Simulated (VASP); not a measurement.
Crystal: Mg.

```
CELL_PARAMETERS angstrom
3.20930 0.00000 0.00000
-1.60465 2.77934 0.00000
0.00000 0.00000 5.21030
ATOMIC_POSITIONS crystal
Mg 0.33333 0.66667 0.25000
Mg 0.66667 0.33333 0.75000
```

Base run:

```yaml
Program: VASP 6.6.1
Functional: PBE
Potentials_or_basis: VASP PAW PBE potentials, release 64 (Mg)
Cutoff: 520 eV
k_mesh: 12 × 12 × 7
Occupations: fermi-dirac, width 0.05 eV
Spin: no spin polarisation
```

Its results: band gap on the k mesh none (metal or under the smearing width); pressure -0.6 GPa.

Question: The run is repeated on the same cell with these changes: functional from PBE to r2SCAN. What comes out?

Answer: Band gap on the k mesh none (metal or under the smearing width); pressure -1.4 GPa.

Caveats: the PAW data sets were made with another functional, which shifts forces and pressure a little (some runs).
